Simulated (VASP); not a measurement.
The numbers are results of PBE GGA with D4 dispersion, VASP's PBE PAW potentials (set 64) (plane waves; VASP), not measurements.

VASP ran on this input.

**KPOINTS**
```
Automatic mesh
0
Gamma
16 16 8
0 0 0
```

POSCAR:
```
Zn
1
    1.3193063673    -2.2851060826     0.0000000000
    1.3193063673     2.2851060826     0.0000000000
    0.0000000000     0.0000000000     4.6314218878
Zn
2
Direct
  0.3333330000   0.6666670000   0.2500000000
  0.6666670000   0.3333330000   0.7500000000
```

INCAR:
```
SYSTEM = Zn
PREC = Accurate
ENCUT = 520
EDIFF = 1E-7
NELM = 100
ALGO = Normal
LREAL = .FALSE.
LASPH = .TRUE.
ISMEAR = 1
SIGMA = 0.1
GGA = PE
IVDW = 13
LMAXMIX = 4
LWAVE = .FALSE.
LCHARG = .FALSE.
ISIF = 4
IBRION = 2
NSW = 30
EDIFFG = -0.01
```

POTCAR, in this order: Zn (PBE.64 set). Program: vasp_std.

The resulting files:

### OSZICAR
```
       N       E                     dE             d eps       ncg     rms          rms(c)
DAV:   1     0.948544286057E+02    0.94854E+02   -0.12828E+04  4896   0.242E+03
DAV:   2     0.139562836123E+00   -0.94715E+02   -0.93319E+02  4880   0.302E+02
DAV:   3    -0.241164640011E+01   -0.25512E+01   -0.25473E+01  5848   0.612E+01
DAV:   4    -0.241868306644E+01   -0.70367E-02   -0.70362E-02  5680   0.321E+00
DAV:   5    -0.241869276707E+01   -0.97006E-05   -0.97008E-05  5888   0.976E-02    0.483E+00
DAV:   6    -0.218464858323E+01    0.23404E+00   -0.11026E+00  4968   0.242E+01    0.350E+00
DAV:   7    -0.217262517926E+01    0.12023E-01   -0.34940E-02  6080   0.357E+00    0.177E+00
DAV:   8    -0.216707020076E+01    0.55550E-02   -0.17080E-03  6760   0.742E-01    0.462E-02
DAV:   9    -0.216706243794E+01    0.77628E-05   -0.24809E-04  6880   0.248E-01    0.318E-02
DAV:  10    -0.216706511441E+01   -0.26765E-05   -0.24994E-05  5280   0.675E-02    0.320E-03
DAV:  11    -0.216706486792E+01    0.24650E-06   -0.10551E-07  4984   0.478E-03    0.181E-03
DAV:  12    -0.216706447941E+01    0.38851E-06   -0.36177E-08  3096   0.420E-03    0.882E-05
DAV:  13    -0.216706447994E+01   -0.52796E-09   -0.99660E-09  2936   0.107E-03
   1 F= -.28611583E+01 E0= -.28611726E+01  d E =-.286116E+01
       N       E                     dE             d eps       ncg     rms          rms(c)
DAV:   1    -0.219796111124E+01   -0.30897E-01   -0.57815E-01  5592   0.734E+00    0.104E+00
DAV:   2    -0.218089348465E+01    0.17068E-01   -0.16298E-02  5184   0.253E+00    0.626E-01
DAV:   3    -0.217161343919E+01    0.92800E-02   -0.11618E-02  6760   0.204E+00    0.677E-02
DAV:   4    -0.217172005356E+01   -0.10661E-03   -0.13344E-03  5128   0.437E-01    0.413E-02
DAV:   5    -0.217171773299E+01    0.23206E-05   -0.10429E-05  5760   0.829E-02    0.440E-03
DAV:   6    -0.217171715136E+01    0.58163E-06   -0.98597E-07  6016   0.136E-02    0.955E-04
DAV:   7    -0.217171717269E+01   -0.21329E-07   -0.96375E-08  2824   0.426E-03
   2 F= -.28659744E+01 E0= -.28660669E+01  d E =-.481608E-02
       N       E                     dE             d eps       ncg     rms          rms(c)
DAV:   1    -0.222577677740E+01   -0.54060E-01   -0.11179E+00  5616   0.102E+01    0.144E+00
DAV:   2    -0.219254194878E+01    0.33235E-01   -0.32106E-02  5208   0.343E+00    0.868E-01
DAV:   3    -0.217463343448E+01    0.17909E-01   -0.23290E-02  6744   0.276E+00    0.949E-02
DAV:   4    -0.217482943505E+01   -0.19600E-03   -0.25003E-03  5048   0.592E-01    0.607E-02
DAV:   5    -0.217482487653E+01    0.45585E-05   -0.25726E-05  5712   0.101E-01    0.810E-03
DAV:   6    -0.217482292865E+01    0.19479E-05   -0.23432E-06  6384   0.250E-02    0.998E-04
DAV:   7    -0.217482298669E+01   -0.58043E-07   -0.26642E-07  4760   0.639E-03
   3 F= -.28693372E+01 E0= -.28692380E+01  d E =-.817889E-02
       N       E                     dE             d eps       ncg     rms          rms(c)
DAV:   1    -0.218547167454E+01   -0.10649E-01   -0.23389E-01  5632   0.467E+00    0.660E-01
DAV:   2    -0.217854766239E+01    0.69240E-02   -0.65788E-03  5232   0.160E+00    0.397E-01
DAV:   3    -0.217479930308E+01    0.37484E-02   -0.48096E-03  6640   0.126E+00    0.429E-02
DAV:   4    -0.217484220843E+01   -0.42905E-04   -0.53268E-04  5128   0.275E-01    0.268E-02
DAV:   5    -0.217484083687E+01    0.13716E-05   -0.46277E-06  5656   0.541E-02    0.303E-03
DAV:   6    -0.217484063639E+01    0.20048E-06   -0.49193E-07  5512   0.930E-03    0.605E-04
DAV:   7    -0.217484065168E+01   -0.15283E-07   -0.25777E-08  2648   0.201E-03
   4 F= -.28694963E+01 E0= -.28695168E+01  d E =-.833792E-02
       N       E                     dE             d eps       ncg     rms          rms(c)
DAV:   1    -0.217708890703E+01   -0.22483E-02   -0.45585E-02  5608   0.206E+00    0.292E-01
DAV:   2    -0.217572171987E+01    0.13672E-02   -0.12541E-03  5192   0.705E-01    0.176E-01
DAV:   3    -0.217500369786E+01    0.71802E-03   -0.92237E-04  6704   0.560E-01    0.191E-02
DAV:   4    -0.217501107620E+01   -0.73783E-05   -0.10409E-04  5136   0.123E-01    0.111E-02
DAV:   5    -0.217501133651E+01   -0.26031E-06   -0.76772E-07  5832   0.285E-02    0.104E-03
DAV:   6    -0.217501129503E+01    0.41481E-07   -0.77868E-08  2728   0.492E-03
   5 F= -.28696079E+01 E0= -.28695839E+01  d E =-.844958E-02
```

### OUTCAR
```
------------------------ aborting loop because EDIFF is reached ----------------------------------------
  Edisp (eV):   -0.69460
  FORCE on cell =-STRESS in cart. coord.  units (eV):
  Direction    XX          YY          ZZ          XY          YZ          ZX
  --------------------------------------------------------------------------------------
  Total       0.62990     0.62990     0.64489     0.00000     0.00000     0.00000
  in kB      36.13969    36.13971    36.99999     0.00000     0.00000     0.00000
  external pressure =       36.43 kB  Pullay stress =        0.00 kB
  volume of cell :       27.93
      direct lattice vectors                 reciprocal lattice vectors
     1.302500461 -2.255997413  0.000000000     0.383877024 -0.221631460 -0.000000000
     1.302500461  2.255997413  0.000000000     0.383877024  0.221631460 -0.000000000
     0.000000000  0.000000000  4.751709544     0.000000000  0.000000000  0.210450574
 POSITION                                       TOTAL-FORCE (eV/Angst)
 -----------------------------------------------------------------------------------
      1.30250      0.75200      1.18793         0.000000     -0.000000      0.000000
      1.30250     -0.75200      3.56378        -0.000000      0.000000      0.000000
 -----------------------------------------------------------------------------------
    total drift:                                0.000000      0.000064      0.000004
  FREE ENERGIE OF THE ION-ELECTRON SYSTEM (eV)
  ---------------------------------------------------
  free  energy   TOTEN  =        -2.8696079165 eV

  energy  without entropy=       -2.8695360112  energy(sigma->0) =       -2.86958395

 reached required accuracy - stopping structural energy minimisation
```
(Selected blocks of OUTCAR.)

### CONTCAR
```
Zn
   1.00000000000000
     1.3025004606282347   -2.2559974125228055    0.0000000000000000
     1.3025004606282347    2.2559974125228055    0.0000000000000000
     0.0000000000000000    0.0000000000000000    4.7517095436892349
  Zn
     2
Direct
     0.3333330000000032    0.6666669999999968    0.2500000000000000
     0.6666669999999968    0.3333330000000032    0.7500000000000000
```

File OUTCAR:
```
 val. band max:        3.7781886387   @ k =   0.3750   0.0000   0.0000

 cond. band min:       3.8326021179   @ k =   0.3750   0.0625   0.0000


 Fermi energy:         3.8303751678

 k-point     1 :       0.0000    0.0000    0.0000
  band No.  band energies     occupation
      1      -7.3523      2.00000
      2      -5.2329      2.00000
      3      -4.4043      2.00000
      4      -4.1618      2.00000
      5      -4.1618      2.00000
      6      -4.0973      2.00000
      7      -4.0972      2.00000
      8      -3.7457      2.00000
      9      -3.7457      2.00000
     10      -3.4812      2.00000
     11      -3.4812      2.00000
     12      -0.2412      2.00000
     13       0.9950      2.00000
     14      18.7974      0.00000
     15      21.9547      0.00000
     16      21.9547      0.00000

 k-point     2 :       0.0625    0.0000    0.0000
  band No.  band energies     occupation
      1      -7.2310      2.00000
      2      -5.1778      2.00000
      3      -4.3924      2.00000
      4      -4.1737      2.00000
      5      -4.1311      2.00000
      6      -4.1115      2.00000
      7      -4.0682      2.00000
      8      -3.7736      2.00000
      9      -3.7586      2.00000
     10      -3.5646      2.00000
     11      -3.4790      2.00000
     12      -0.0312      2.00000
     13       1.0549      2.00000
     14      18.9328      0.00000
     15      19.7240      0.00000
     16      20.7920      0.00000

 k-point     3 :       0.1250    0.0000    0.0000
  band No.  band energies     occupation
      1      -6.8729      2.00000
      2      -5.0309      2.00000
      3      -4.3719      2.00000
      4      -4.1976      2.00000
      5      -4.1330      2.00000
      6      -4.0426      2.00000
      7      -3.9849      2.00000
      8      -3.8876      2.00000
      9      -3.7935      2.00000
     10      -3.7239      2.00000
     11      -3.4746      2.00000
     12       0.5401      2.00000
     13       1.2451      2.00000
...
```

The compound is Zn in the hcp structure. This cell is one point of a volume scan, at 0.97 of the reference volume. Symmetry was kept, so distortions that lower it aren't found.
